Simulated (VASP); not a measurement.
# TaSi2 (space group P6_422): computed properties

The numbers are results of r2SCAN meta-GGA, VASP's PBE PAW potentials (set 64) (plane waves; VASP), not measurements.

```json
{
  "space_group": "P6_422 (181)",
  "cell": "a = b = 4.7770 Å, c = 6.5669 Å, α = β = 90.00°, γ = 120.00°",
  "volume_per_atom": "14.42 Å^3/atom",
  "band gap (over mesh and band path)": "none (metal, semimetal or under 0.01 eV)",
  "density": "9.10 g/cm³"
}
```

```cif
data_Si6Ta3
_chemical_formula_sum 'Ta3 Si6'
_space_group_name_H-M_alt 'P 1'
_space_group_IT_number 1
_cell_length_a 4.77700
_cell_length_b 4.77700
_cell_length_c 6.56694
_cell_angle_alpha 90.000
_cell_angle_beta 90.000
_cell_angle_gamma 120.000
loop_
_space_group_symop_operation_xyz
  'x, y, z'
loop_
_atom_site_label
_atom_site_type_symbol
_atom_site_fract_x
_atom_site_fract_y
_atom_site_fract_z
_atom_site_occupancy
Ta1 Ta 0.00000 0.50000 0.33333 1
Ta2 Ta 0.50000 0.00000 0.00000 1
Ta3 Ta 0.50000 0.50000 0.66667 1
Si1 Si 0.84137 0.68273 0.00000 1
Si2 Si 0.15863 0.84137 0.66667 1
Si3 Si 0.31727 0.15863 0.33333 1
Si4 Si 0.15863 0.31727 0.00000 1
Si5 Si 0.84137 0.15863 0.66667 1
Si6 Si 0.68273 0.84137 0.33333 1
```

Unless said otherwise, spin-orbit coupling is left out, though it shifts the bands of the heavy elements here.

The structure comes from a computed database's TaSi2 entry (P6_422); how it stands against other phases isn't given here. It was relaxed first. Symmetry was kept, so distortions that lower it aren't found. The electron count is odd and the run is not spin-polarised, which forces a metal.
